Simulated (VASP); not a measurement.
# A vacancy on the F site in a supercell of RuF2

Wanted: what a vacancy on the F site costs in RuF2 and how the lattice relaxes round it. The crystal is hypothetical: the elements were put on the sites of a structure type.

Calculated with VASP 6.6.1; PBE, no spin polarisation; plane waves and PAW (Ru, F), in the first sound run; inputs show where later runs differ.

## (1) The host crystal

Symmetry: Fm-3m, No. 225, cubic system. The conventional cell has a = 4.817 Å, b = 4.817 Å, c = 4.817 Å, α = 90.00°, β = 90.00°, γ = 90.00°. Nearest to Ru lie 8 F at 2.09 Å. Nearest to F lie 4 Ru at 2.09 Å. Farther neighbours and most contacts between anions are not listed.

## (2) The host at zero pressure

First cell and atoms are relaxed at a raised cutoff, so that later runs start from this functional's own cell.

INCAR

```
SYSTEM = RuF2
PREC = Accurate
ENCUT = 520
EDIFF = 1E-06
NELM = 120
ISMEAR = 0
SIGMA = 0.05
LREAL = .FALSE.
ALGO = Normal
GGA = PE
NBANDS = 17
LORBIT = 11
LWAVE = .FALSE.
LCHARG = .FALSE.
KPAR = 4
IBRION = 2
NSW = 40
ISIF = 3
EDIFFG = -0.02
POTIM = 0.4
```

POSCAR

```
RuF2
1.0
    0.0000000000      2.4087449400      2.4087449400
    2.4087449400      0.0000000000      2.4087449400
    2.4087449400      2.4087449400      0.0000000000
Ru F
1 2
Direct
    0.0000000000      0.0000000000      0.0000000000
    0.2500000000      0.2500000000      0.2500000000
    0.7500000000      0.7500000000      0.7500000000
```

KPOINTS

```
Automatic mesh
0
Gamma
7 7 7
0 0 0
```

Potentials, in the order of the species: Ru and F (PBE family, release 64).

The run is started by

```console
$ mpirun -np 4 vasp_std
```

Log:

```text
[banner, memory and clock lines left out]
running    4 mpi-ranks, on    1 nodes
 distrk:  each k-point on    1 cores,    4 groups
 distr:  one band on    1 cores,    1 groups

 POSCAR found type information on POSCAR RuF
 POSCAR found :  2 types and       3 ions
 LDA part: xc-table for (Slater+PW92), standard interpolation
 POSCAR, INCAR and KPOINTS ok, starting setup
 FFT: planning ... GRIDC
 FFT: planning ... GRID_SOFT
 FFT: planning ... GRID
 WAVECAR not read
 entering main loop
       N       E                     dE             d eps       ncg     rms          rms(c)
DAV:   1     0.133192951302E+03    0.13319E+03   -0.12678E+04   720   0.128E+03
DAV:   2    -0.907062205140E+01   -0.14226E+03   -0.13839E+03   713   0.301E+02
DAV:   3    -0.142644177142E+02   -0.51938E+01   -0.51776E+01   788   0.614E+01
DAV:   4    -0.142882565538E+02   -0.23839E-01   -0.23834E-01   762   0.435E+00
DAV:   5    -0.142883885063E+02   -0.13195E-03   -0.13195E-03   789   0.314E-01    0.251E+01
DAV:   6    -0.134545057760E+02    0.83388E+00   -0.26983E+00   718   0.179E+01    0.141E+01
DAV:   7    -0.134442101506E+02    0.10296E-01   -0.32777E-01   690   0.686E+00    0.918E+00
DAV:   8    -0.134453264358E+02   -0.11163E-02   -0.15527E-02   693   0.132E+00    0.147E+00
DAV:   9    -0.134447153630E+02    0.61107E-03   -0.25211E-03   734   0.445E-01    0.266E-01
DAV:  10    -0.134448610565E+02   -0.14569E-03   -0.20538E-04   693   0.126E-01    0.102E-01
DAV:  11    -0.134448777962E+02   -0.16740E-04   -0.23481E-05   728   0.348E-02    0.550E-02
DAV:  12    -0.134448757695E+02    0.20267E-05   -0.97752E-06   712   0.277E-02    0.643E-03
DAV:  13    -0.134448760335E+02   -0.26402E-06   -0.21746E-07   523   0.359E-03
   1 F= -.13444876E+02 E0= -.13443157E+02  d E =-.134449E+02
 curvature:   0.00 expect dE= 0.000E+00 dE for cont linesearch  0.000E+00
 trial: gam= 0.00000 g(F)=  0.324E-46 g(S)=  0.469E+01 ort = 0.000E+00 (trialstep = 0.100E+01)
 search vector abs. value=  0.469E+01
 bond charge predicted
       N       E                     dE             d eps       ncg     rms          rms(c)
DAV:   1    -0.397474663905E+02   -0.26303E+02   -0.54042E+02   683   0.209E+02    0.375E+01
DAV:   2    -0.172250101858E+02    0.22522E+02   -0.59071E+01   680   0.648E+01    0.141E+01
DAV:   3    -0.150168283045E+02    0.22082E+01   -0.86346E+00   680   0.381E+01    0.148E+01
DAV:   4    -0.141707718016E+02    0.84606E+00   -0.12158E+00   841   0.952E+00    0.818E+00
DAV:   5    -0.141177257060E+02    0.53046E-01   -0.19233E-01   682   0.369E+00    0.102E+00
DAV:   6    -0.141103283501E+02    0.73974E-02   -0.16256E-02   769   0.139E+00    0.103E-01
DAV:   7    -0.141109452387E+02   -0.61689E-03   -0.24295E-03   713   0.377E-01    0.147E-01
DAV:   8    -0.141109876202E+02   -0.42382E-04   -0.27504E-04   724   0.131E-01    0.334E-02
DAV:   9    -0.141109976045E+02   -0.99842E-05   -0.11759E-04   699   0.110E-01    0.330E-02
DAV:  10    -0.141109833040E+02    0.14301E-04   -0.30321E-05   735   0.619E-02    0.678E-03
DAV:  11    -0.141109836714E+02   -0.36744E-06   -0.21203E-06   670   0.116E-02
   2 F= -.14110984E+02 E0= -.14107835E+02  d E =-.666108E+00
 trial-energy change:   -0.666108  1 .order   -1.087488   -4.685829    2.510854
 step:   0.5648(harm=  0.6511)  dis= 0.00000  next Energy=   -14.692146 (dE=-0.125E+01)
 bond charge predicted
       N       E                     dE             d eps       ncg     rms          rms(c)
DAV:   1    -0.199088078074E+02   -0.57978E+01   -0.10238E+02   682   0.954E+01    0.190E+01
DAV:   2    -0.152751236077E+02    0.46337E+01   -0.15566E+01   752   0.381E+01    0.557E+00
DAV:   3    -0.146869272911E+02    0.58820E+00   -0.21627E+00   684   0.149E+01    0.239E+00
DAV:   4    -0.146233041861E+02    0.63623E-01   -0.13385E-01   699   0.274E+00    0.134E+00
DAV:   5    -0.146158524879E+02    0.74517E-02   -0.16046E-02   720   0.109E+00    0.415E-01
DAV:   6    -0.146150896026E+02    0.76289E-03   -0.28412E-03   789   0.551E-01    0.742E-02
DAV:   7    -0.146151414378E+02   -0.51835E-04   -0.70804E-05   727   0.874E-02    0.510E-02
DAV:   8    -0.146151480958E+02   -0.66580E-05   -0.25444E-05   752   0.564E-02    0.502E-03
DAV:   9    -0.146151481097E+02   -0.13895E-07   -0.20819E-06   540   0.161E-02
   3 F= -.14615148E+02 E0= -.14612175E+02  d E =-.117027E+01
 curvature:  -0.31 expect dE=-0.864E-05 dE for cont linesearch -0.864E-05
 trial: gam= 0.00000 g(F)=  0.107E-46 g(S)=  0.283E-04 ort =-0.115E-01 (trialstep = 0.913E+00)
 search vector abs. value=  0.283E-04
 reached required accuracy - stopping structural energy minimisation
```

Elapsed: 10 s, on 4 MPI ranks of Intel Xeon Platinum 8259CL at 2.50GHz (Skylake/Cascade Lake), shared host; peak memory 0.65 GiB; 40 s of CPU time.

The logs omit lines about the potential files and the build; timing stands in the text.

Parts of OUTCAR (step 2):

```text
ion  position               nearest neighbor table
   1  0.000  0.000  0.000-   3 2.09   3 2.09   3 2.09   2 2.09   3 2.09   2 2.09   2 2.09   2 2.09

  LATTYP: Found a face centered cubic cell.
 ALAT       =     4.8174898800

 Subroutine GETGRP returns: Found 48 space group operations
 (whereof 48 operations were pure point group operations)

The static configuration has the point symmetry O_h .

 Found     20 irreducible k-points:

   k-points           NKPTS =     20   k-points in BZ     NKDIM =     20   number of bands    NBANDS=     17

   dimension x,y,z NGX =    28 NGY =   28 NGZ =   28
   dimension x,y,z NGXF=    56 NGYF=   56 NGZF=   56

   ENCUT  =  520.0 eV  38.22 Ry    6.18 a.u.   6.33  6.33  6.33*2*pi/ulx,y,z

   NELECT =      22.0000    total number of electrons

 k-points in reciprocal lattice and weights: Automatic mesh
   0.00000000  0.00000000  0.00000000       0.003
   0.14285714  0.00000000  0.00000000       0.023
   0.28571429  0.00000000  0.00000000       0.023
   0.42857143  0.00000000  0.00000000       0.023
   0.14285714  0.14285714  0.00000000       0.017
   0.28571429  0.14285714  0.00000000       0.070
   0.42857143  0.14285714  0.00000000       0.070
  -0.42857143  0.14285714  0.00000000       0.070
  -0.28571429  0.14285714  0.00000000       0.070
[...]
-0.42857143  0.42857143  0.14285714       0.070
  -0.28571429  0.42857143  0.14285714       0.070

 average (electrostatic) potential at core
       1 -62.2069       2 -75.6678       3 -75.6678

 E-fermi :   6.1933

 k-point     1 :       0.0000    0.0000    0.0000
  band No.  band energies     occupation
    ...
      6       0.3921      2.00000
      7       0.3921      2.00000
      8       0.3921      2.00000
      9       4.8955      2.00000
     10       4.8955      2.00000
     11       7.3390      0.00000
     12       7.3390      0.00000
     13       7.3390      0.00000
     14       7.5402      0.00000
     15      17.5051      0.00000
    ...

 k-point     2 :       0.1429    0.0000    0.0000
  band No.  band energies     occupation
    ...
      6       0.0538      2.00000
      7       0.2357      2.00000
      8       0.2357      2.00000
      9       4.9869      2.00000
     10       4.9869      2.00000
     11       6.9829      0.00000
     12       7.2402      0.00000
     13       7.2402      0.00000
     14       8.2347      0.00000
     15      16.5375      0.00000
    ...

 k-point     3 :       0.2857    0.0000    0.0000
  band No.  band energies     occupation
    ...
      7      -0.1056      2.00000
      8      -0.1056      2.00000
      9       5.1120      2.00000
     10       5.1120      2.00000
     11       6.1976      0.90286
     12       7.0570      0.00000
     13       7.0570      0.00000
     14       9.8691      0.00000
     15      14.9287      0.00000
     16      19.0003      0.00000
    ...

  Total       -0.0270590     -0.0270590     -0.0270590     -0.0000000     -0.0000000     -0.0000000
  in kB       -1.2310655     -1.2310655     -1.2310655     -0.0000000     -0.0000000     -0.0000000
  external PRESSURE =      -1.2310655 kB  Pullay stress =       0.0000000 kB

  energy-cutoff  :      520.00
  volume of cell :       35.22
      direct lattice vectors                 reciprocal lattice vectors
     0.000000000  2.601578779  2.601578779    -0.192190990  0.192190990  0.192190990
     2.601578779  0.000000000  2.601578779     0.192190990 -0.192190990  0.192190990
     2.601578779  2.601578779 -0.000000000     0.192190990  0.192190990 -0.192190990

 POSITION                                       TOTAL-FORCE (eV/Angst)
 -----------------------------------------------------------------------------------
      0.00000      0.00000      0.00000        -0.000000      0.000000     -0.000000
      1.30079      1.30079      1.30079         0.000000      0.000000      0.000000
      3.90237      3.90237      3.90237        -0.000000     -0.000000     -0.000000
 -----------------------------------------------------------------------------------
    total drift:                                0.000000      0.000000      0.000000

  FREE ENERGIE OF THE ION-ELECTRON SYSTEM (eV)
  ---------------------------------------------------
  free  energy   TOTEN  =       -14.6151481097 eV

  energy  without entropy=      -14.6092018666  energy(sigma->0) =      -14.61217499

 reached required accuracy - stopping structural energy minimisation

 total charge
# of ion       s       p       d       tot
------------------------------------------
    1        0.254   0.342   6.423   7.019
    2        1.770   4.289   0.000   6.059
    3        1.770   4.289   0.000   6.059
--------------------------------------------------
tot          3.794   8.920   6.423  19.137

[... 3 further parts left out ...]
```

This run has no spin polarisation, so a moment on Ru, if there is one, isn't seen. The k-mesh is coarse for a metal. LASPH is off, so gradient terms of the non-spherical density inside the spheres are left out; for open d or f shells this can shift gaps and moments. After so large a change of volume the plane waves of the start cell no longer fit, so the final stress carries a basis-set error. The run keeps the 48 symmetry operations of its start, so it cannot find a distortion of lower symmetry.

The steps of the relaxation:

```
step  energy less that of the first step (eV)  largest force (eV/Å)  pressure (GPa)  volume (Å³)
   1                                   0.0000                0.0000           63.16        27.95
   2                                  -0.6661                0.0000          -22.74        41.60
   3                                  -1.1703                0.0000           -0.12        35.22
```

```
conventional cell, symmetrised  before  after   change
                         a (Å)   4.817  5.203   +8.0 %
                         b (Å)   4.817  5.203   +8.0 %
                         c (Å)   4.817  5.203   +8.0 %
              volume (Å³/atom)    9.32  11.74  +26.0 %
```

Final coordinates:

```xyz
3
Lattice="0.0000 2.6016 2.6016 2.6016 0.0000 2.6016 2.6016 2.6016 0.0000" Properties=species:S:1:pos:R:3 pbc="T T T"
Ru    0.0000    0.0000    0.0000
F     1.3008    1.3008    1.3008
F     3.9024    3.9024    3.9024
```

Numbers from this step:

```yaml
electronic_cycles: 33
electrons: 22
free_energy_toten: -14.62 eV
energy_at_zero_smearing: -14.61 eV
fermi_energy: 6.193 eV
labelled_metallic_from_the_levels_on_this_mesh: yes
```

The run ended after 3 ionic steps, 1.170 eV below its first step, once forces and stress met EDIFFG = -0.02.

(Continued in part 2 of 4.)

[Lines on the potential files, build, host, timing and source positions are cut from VASP's logs without a mark.]

[Logs are printed without paths, hosts, clocks, repeated set-up lines and the standing remarks that a program may print on its own settings, such as how far it seeks lower states.]

[Hosts, paths, dates, database ids (printed as entryN), source tags and the programs' standing remarks are cut or masked in the printed files.]

[In band tables of VASP the shares of atoms and orbitals are scaled to a sum of 1 inside the atoms' spheres.]

[Runs that stopped without an error message from VASP are left out.]
